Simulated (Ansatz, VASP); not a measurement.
## Ti (Titanium): VASP beside Ansatz

Aim: how closely do two programs agree when they are given the same cell, functional and k mesh? The cell is a member of a volume series, scaled by 0.985 from a relaxed one, so a pressure remains.

Main program and level: Ansatz 0.2.0; plane waves, with VASP 6.6.1 beside it; single point at LDA.

### 1. The structure

The structure is hexagonal, space group P6_3/mmc (No. 194). The conventional cell has a = 2.845 Å, b = 2.845 Å, c = 4.507 Å, α = 90.00°, β = 90.00°, γ = 120.00°. Nearest to Ti lie 12 Ti at 2.79 to 2.84 Å.

### 2. VASP: single point, LDA, volume scaled by 0.985

With cell and atoms fixed, the geometry can't cause a difference; cores, projectors, grids and the points listed under the comparison can.

Lines of VASP's logs that name or quote its potential files are left out, and so is its time.

The input asks for a relaxation, which ended at its first step since no free force or stress exceeded the threshold; so it serves as a single point.

The input, INCAR:

```
SYSTEM = Ti
PREC = Accurate
ENCUT = 450
EDIFF = 1E-06
NELM = 100
ISMEAR = 1
SIGMA = 0.15
LREAL = .FALSE.
ALGO = Normal
GGA = CA
NBANDS = 18
LORBIT = 11
LWAVE = .FALSE.
LCHARG = .FALSE.
KPAR = 2
IBRION = 2
NSW = 30
ISIF = 4
EDIFFG = -0.01
```

The input, POSCAR:

```
Ti
1.0
    2.8445923814      0.0000000000      0.0000000000
   -1.4222961908      2.4634892658      0.0000000000
    0.0000000000      0.0000000000      4.5069856598
Ti
2
Direct
    0.6666666667      0.3333333333      0.7500000000
    0.3333333333      0.6666666667      0.2500000000
```

The input, KPOINTS:

```
Automatic mesh
0
Gamma
18 18 10
0 0 0
```

The projector-augmented-wave data sets are Ti_sv (LDA family, release 64).

Started as:

```sh
> mpirun -np 2 vasp_std
```

Numbers of over 12 decimals in the logs are rounded to 6 here.

The log of the run:

```text
[banner, memory and clock lines left out]
running    2 mpi-ranks, on    1 nodes
 distrk:  each k-point on    1 cores,    2 groups
 distr:  one band on    1 cores,    1 groups

 POSCAR found type information on POSCAR Ti
 POSCAR found :  1 types and       2 ions
 LDA part: xc-table for (Slater(with rela. corr.)+CA(PZ))
 , standard interpolation
 POSCAR, INCAR and KPOINTS ok, starting setup
 FFT: planning ... GRIDC
 FFT: planning ... GRID_SOFT
 FFT: planning ... GRID
 WAVECAR not read
 entering main loop
       N       E                     dE             d eps       ncg     rms          rms(c)
DAV:   1     0.243761984195E+03    0.24376E+03   -0.12232E+04  8008   0.154E+03
DAV:   2     0.959932423177E+01   -0.23416E+03   -0.23102E+03  8170   0.435E+02
DAV:   3    -0.179144368356E+02   -0.27514E+02   -0.27216E+02 15050   0.123E+02
DAV:   4    -0.189030729461E+02   -0.98864E+00   -0.98764E+00  8998   0.246E+01
DAV:   5    -0.189462407304E+02   -0.43168E-01   -0.43160E-01 12316   0.373E+00    0.128E+01
DAV:   6    -0.170925725672E+02    0.18537E+01   -0.65747E+00  9510   0.270E+01    0.347E+00
DAV:   7    -0.170706168461E+02    0.21956E-01   -0.75787E-01 12108   0.647E+00    0.206E+00
DAV:   8    -0.170994366948E+02   -0.28820E-01   -0.23472E-01  9038   0.605E+00    0.781E-01
DAV:   9    -0.170901578459E+02    0.92788E-02   -0.49464E-02  9092   0.257E+00    0.824E-02
DAV:  10    -0.170906251401E+02   -0.46729E-03   -0.32010E-03 11658   0.369E-01    0.921E-02
DAV:  11    -0.170906284978E+02   -0.33577E-05   -0.18059E-04 10078   0.121E-01    0.412E-02
DAV:  12    -0.170906162044E+02    0.12293E-04   -0.52155E-05  9360   0.683E-02    0.266E-03
DAV:  13    -0.170906163986E+02   -0.19420E-06   -0.14337E-06  6684   0.944E-03
   1 F= -.17090616E+02 E0= -.17091258E+02  d E =-.170906E+02
 curvature:   0.00 expect dE= 0.000E+00 dE for cont linesearch  0.000E+00
 trial: gam= 0.00000 g(F)=  0.258E-51 g(S)=  0.187E-05 ort = 0.000E+00 (trialstep = 0.100E+01)
 search vector abs. value=  0.187E-05
 reached required accuracy - stopping structural energy minimisation
```

From OUTCAR (step 2):

```text
ion  position               nearest neighbor table
   1  0.667  0.333  0.750-   2 2.79   2 2.79   2 2.79   2 2.79   2 2.79   2 2.79
   2  0.333  0.667  0.250-   1 2.79   1 2.79   1 2.79   1 2.79   1 2.79   1 2.79

  LATTYP: Found a hexagonal cell.
 ALAT       =     2.8445923814
 C/A-ratio  =     1.5844047426

 Subroutine GETGRP returns: Found 24 space group operations
 (whereof 12 operations were pure point group operations)

The static configuration has the point symmetry D_3d.
 The point group associated with its full space group is D_6h.

 Found    222 irreducible k-points:

   k-points           NKPTS =    222   k-points in BZ     NKDIM =    222   number of bands    NBANDS=     18

   dimension x,y,z NGX =    20 NGY =   20 NGZ =   32
   dimension x,y,z NGXF=    40 NGYF=   40 NGZF=   64

   ENCUT  =  450.0 eV  33.07 Ry    5.75 a.u.   4.92  4.92  7.80*2*pi/ulx,y,z

   NELECT =      24.0000    total number of electrons

 k-points in reciprocal lattice and weights: Automatic mesh
   0.00000000  0.00000000  0.00000000       0.000
   0.05555556 -0.00000000  0.00000000       0.002
   0.11111111 -0.00000000  0.00000000       0.002
   0.16666667  0.00000000  0.00000000       0.002
   0.22222222 -0.00000000  0.00000000       0.002
   0.27777778  0.00000000  0.00000000       0.002
   0.33333333  0.00000000  0.00000000       0.002
   0.38888889  0.00000000  0.00000000       0.002
   0.44444444 -0.00000000  0.00000000       0.002
[...]
0.33333333  0.27777778  0.50000000       0.004
   0.33333333  0.33333333  0.50000000       0.001

 average (electrostatic) potential at core
       1 -71.3165       2 -71.3165

 E-fermi :   9.1497

 k-point     1 :       0.0000    0.0000    0.0000
  band No.  band energies     occupation
    ...
      6     -23.0022      2.00000
      7     -22.9680      2.00000
      8     -22.9680      2.00000
      9       2.8162      2.00000
     10       6.2176      2.00000
     11       9.9270     -0.00000
     12       9.9270     -0.00000
     13      10.0683     -0.00000
     14      10.3115     -0.00000
     15      10.4991     -0.00000
    ...

 k-point     2 :       0.0556   -0.0000    0.0000
  band No.  band energies     occupation
    ...
      6     -23.0061      2.00000
      7     -22.9887      2.00000
      8     -22.9704      2.00000
      9       2.9122      2.00000
     10       6.2945      2.00000
     11       9.7156     -0.00000
     12       9.9971     -0.00000
     13      10.0752     -0.00000
     14      10.2396     -0.00000
     15      10.4486     -0.00000
    ...

 k-point     3 :       0.1111   -0.0000    0.0000
  band No.  band energies     occupation
    ...
      6     -23.0478      2.00000
      7     -23.0180      2.00000
      8     -22.9778      2.00000
      9       3.1933      2.00000
     10       6.5108      2.00000
     11       9.3952     -0.04280
     12       9.5489     -0.00109
     13      10.2037     -0.00000
     14      10.2833     -0.00000
     15      10.4927     -0.00000
    ...

  Total        0.3953662      0.3953662      0.4061404     -0.0000000      0.0000000      0.0000000
  in kB       20.0564096     20.0564096     20.6029724     -0.0000000      0.0000000      0.0000000
  external PRESSURE =      20.2385972 kB  Pullay stress =       0.0000000 kB

  energy-cutoff  :      450.00
  volume of cell :       31.58
      direct lattice vectors                 reciprocal lattice vectors
     2.844592381  0.000000000  0.000000000     0.351544217  0.202964148  0.000000000
    -1.422296191  2.463489266  0.000000000     0.000000000  0.405928296  0.000000000
     0.000000000  0.000000000  4.506985660     0.000000000  0.000000000  0.221877786

 POSITION                                       TOTAL-FORCE (eV/Angst)
 -----------------------------------------------------------------------------------
      1.42230      0.82116      3.38024        -0.000000      0.000000      0.000000
     -0.00000      1.64233      1.12675         0.000000      0.000000      0.000000
 -----------------------------------------------------------------------------------
    total drift:                                0.000000     -0.000000      0.000000

  FREE ENERGIE OF THE ION-ELECTRON SYSTEM (eV)
  ---------------------------------------------------
  free  energy   TOTEN  =       -17.0906163986 eV

  energy  without entropy=      -17.0925403210  energy(sigma->0) =      -17.09125771

 reached required accuracy - stopping structural energy minimisation

 total charge
# of ion       s       p       d       tot
------------------------------------------
    1        2.273   6.136   1.987  10.396
    2        2.273   6.136   1.987  10.396
--------------------------------------------------
tot          4.545  12.273   3.974  20.792

[... 3 further parts left out ...]
```

CONTCAR:

```
Ti
   1.00000000000000
     2.8445923814000000    0.0000000000000000    0.0000000000000000
    -1.4222961908000000    2.4634892657999998    0.0000000000000000
     0.0000000000000000    0.0000000000000000    4.5069856597999998
  Ti
     2
Direct
     0.6666666667000030    0.3333333332999970    0.7500000000000000
     0.3333333332999970    0.6666666667000030    0.2500000000000000
```

The run keeps the 24 symmetry operations of its start, so it cannot find a distortion of lower symmetry.

### 3. Ansatz: single point, LDA, volume scaled by 0.985

Ansatz runs on its default PAW (the set named soft_2) files.

The same cell, functional (in two slightly different forms), mesh and smearing now go to Ansatz, which takes its cutoff from its data sets.

The input, input.yaml:

```yaml
crystal:
  lattice:
    - [2.84459238, 0.0, 0.0]
    - [-1.42229619, 2.46348927, 0.0]
    - [0.0, 0.0, 4.50698566]
  atoms:
    - { symbol: Ti, position: [0.66666667, 0.33333333, 0.75] }
    - { symbol: Ti, position: [0.33333333, 0.66666667, 0.25] }
hamiltonian:
  xc: lda
  pseudopotentials: { kind: paw }
kpoints:
  mp_grid: { grid: [18, 18, 10] }
scf:
  occupations: { method: methfessel_paxton, width: 0.15 }
  n_extra_bands: 4
output:
  forces: true
  stress: true
  eigenvalues: true
```

Started as:

```sh
> ansatz run input.yaml --threads 2 --pin off --max-ram 4608MiB --backend cpu --events-out ev --progress --plain --runs-dir out
```

The log of the run:

```text
scf.n_extra_bands = 4 over 12 filled bands (N_el = 24.0): the run solves 16 bands
Engine: ansatz 0.2.0, aarch64-unknown-linux-gnu
Pseudopotentials: kind: paw
Pseudopotential: Ti, paw, valence charge 12, recommended cutoff 420 eV (normal), Ti.paw.azcp
Functional definition: SPW92
  exchange = slater_x
  correlation = pw_c
Crystal: 2 atoms, lattice volume = 31.583 Å³
Basis set: ecut = 420 eV, 615 PW (Γ)
Bands: 16, of which v1, the nominal top of the filled ones, is band 12 counted from 1 (11 counted from 0)
Symmetry: 24 space group operations
Space group: P63/mmc (ITA 194), of the structure as read, at distance tolerance 3.2e-5 Å
k-points: 222 of 3240
Non-local potential: Ti, projectors of the file, l = 0: 3, l = 1: 2, l = 2: 3, l = 3: 1
PAW form: soft (Blöchl's): semilocal exchange-correlation on the pseudo side does not see the compensation charge
PAW frozen core: Ti, regenerated for the run's functional, and the local potential with it (the file was generated under x = pbe(κ = 0.804, μ = 0.219515), c = pbe(β = 0.066725))
PAW one-centre angular grid: Ti, 590 points (default); XC on 64 Gauss nodes
Initial density: superposition of atomic densities (neutral atoms: chi_scale 0, normalization atom), corrected by the library's trained network
Initial wavefunctions: pseudopotential atomic-orbital guess
Functional: x = slater, c = lda
SCF iter   1: F=—  HF=-4900.599727 eV  |F-HF|=—  |Δ(HF+E_count)|=         —  Δρ=7.24e-3  dr2=7.53e-3  ethr=1.77e-3  ⟨swp⟩=3.4  Hψ=13969  notcnv=0
preconditioner: auto → none  [metal: Δε(μ)=0.012 eV  Ē_g=3.038 eV  σ=0.150 eV  W_gap=0.07  n_scr=8 (ndim 8)  ℏωp=18.7 eV  f_vac=0.000  D(μ)=1.89/eV (n_scr^D=22)  sad-step TF]
SCF iter   2: F=—  HF=-4900.597457 eV  |F-HF|=—  |Δ(HF+E_count)|=   2.27e-3  S|Δr|=    0.00e0  Δρ=3.46e-3  dr2=1.57e-3  ethr=3.14e-5  ⟨swp⟩=1.0  Hψ=5369  notcnv=0
SCF iter   3: F=—  HF=-4900.597172 eV  |F-HF|=—  |Δ(HF+E_count)|=   2.85e-4  S|Δr|=    0.00e0  Δρ=4.07e-4  dr2=1.66e-5  ethr=6.53e-6  ⟨swp⟩=2.6  Hψ=5606  notcnv=0
SCF iter   4: F=—  HF=-4900.597178 eV  |F-HF|=—  |Δ(HF+E_count)|=   5.60e-6  S|Δr|=    0.00e0  Δρ=5.30e-5  dr2=7.73e-7  ethr=6.93e-8  ⟨swp⟩=2.2  Hψ=4745  notcnv=0
SCF iter   5: F=-4900.597178 eV  HF=-4900.597178 eV  |F-HF|=8.40e-9  |Δ(HF+E_count)|=   2.00e-7  S|Δr|=    0.00e0  Δρ=7.14e-6  dr2=8.24e-9  ethr=4.17e-10  ⟨swp⟩=5.0  Hψ=14702  notcnv=0
SCF 1 converged in 5 iterations: F = -4900.597178 eV  dr2 = 8.24e-9
  greatest PAW one-centre occupation: 0.999 electrons in one spin orbital (limit 2), on the Ti atom at site 1 (counted from 0), in its partial waves of l = 0
SCF converged after 5 iterations
Stability not checked: this state was not tested for a lower state beside it, because cold or Methfessel-Paxton smearing, or corrected tetrahedra, fill the levels in a way that the test cannot read (fill_not_monotonic; see scf.lower_state_search)
Free energy (F): -4900.597178 eV
Harris-Foulkes:  -4900.597178 eV  (|F-HF|=8.40e-9)
Internal energy: -4900.599162 eV  (E = F + TS)
E sigma→0 (E₀):  -4900.597674 eV
Entropy (-TS):   0.001984 eV (0.992 meV/atom)
Fermi energy:    14.631738 eV
Step filling:    the computed levels leave a gap of 0.0065 eV = 0.0 smearing widths at the electron count; against every level under it full and every level over it empty, smearing changes F+E_penalty+E_count by +1.114 meV and its σ→0 estimate by +0.618 meV
--- Per-component energies (eV) ---
  E_band       = -277.489214
  E_kinetic    = 549.420264
  E_local      = -1528.332379  (includes V_loc(G=0)·N_el)
  E_nonlocal   = 24.569976
  E_hartree    = 633.264569
  E_xc         = -194.727578
  E_vxc        = -245.121737  (∫ρ·V_xc dr)
  E_paw        = -1998.726064  (= ΣΔE_a)
  E_vpaw       = -344.553527  (= ΣTr[D̂ρ^β])
  E_aug_tail   = 0.000212  (compensation charges beyond the density's cutoff)
  E_ewald      = -2386.720063
  E_core_change = 0.651901  (= ΣΔE_core)
  E_smearing   = 0.001984  (= −TS)
  E_closure    = -0.000000  (closes the sum)
  Σ components = -4900.597178   (vs F -4900.597178, Δ=0.00e0)
--- Forces (eV/Å), atoms counted from 1 ---
  atom   1  Ti    -0.00000000     0.00000000     0.00000000
  atom   2  Ti     0.00000000    -0.00000000     0.00000000
  max |Σ_I F_I| component: 3.70e-17 eV/Å
--- Stress (GPa, compression-positive) ---
        2.566539      -0.000000       0.000000
        0.000000       2.566539       0.000000
        0.000000       0.000000       2.582489
  P = ⅓ Tr σ = 2.5719 GPa (25.719 kbar)
--- Band table (eV; the first three rows and the last of 222) ---
  k-point 0: bands = [... 8 lower, 8.3172, 11.7046, 15.4127, 15.4127, 15.5567, 15.7768, 15.9867, 15.9867]
  k-point 1: bands = [... 8 lower, 8.4099, 11.6822, 15.3636, 15.3636, 15.5038, 15.5974, 15.9326, 15.9326]
  k-point 2: bands = [... 8 lower, 8.6819, 11.5844, 15.1889, 15.2757, 15.2757, 15.3545, 15.7922, 15.7922]
  k-point 221: bands = [... 8 lower, 13.2573, 13.2573, 13.3886, 13.3886, 14.4834, 14.4834, 16.4324, 16.4324]
```

Run time: 2.5 s. Hardware: 2 threads of Arm Neoverse V2, shared host; peak memory 0.36 GiB; 4.7 s of CPU time.

The run ends at a pressure of 2.57 GPa.

### 4. Side by side

Known differences besides the potentials themselves: the two LDA forms differ slightly; the cutoff is 420 eV in Ansatz and 450 eV in VASP; VASP's log shows a relativistic correction to its local exchange, Ansatz's none. Total energies have different zeros and are not compared.

Compared:

```csv
quantity,Ansatz,VASP,difference
pressure (GPa),2.57,2.02,+0.55
```

### 5. Results

| Item | Value |
| --- | --- |
| difference in pressure (single point, LDA, volume scaled by 0.985) | 0.55 GPa |

The difference in pressure is 0.55 GPa (single point, LDA, volume scaled by 0.985), within the 1 GPa picked in this series as the mark of a large difference. Such differences can come from data sets, numerical settings and the points named under the comparisons, not from the functional's error against experiment.

[Lines on the potential files, build, host, timing and source positions are cut from VASP's logs without a mark.]

[Logs are printed without paths, hosts, clocks, repeated set-up lines and the standing remarks that a program may print on its own settings, such as how far it seeks lower states.]

[Hosts, paths, dates, database ids (printed as entryN), source tags and the programs' standing remarks are cut or masked in the printed files.]
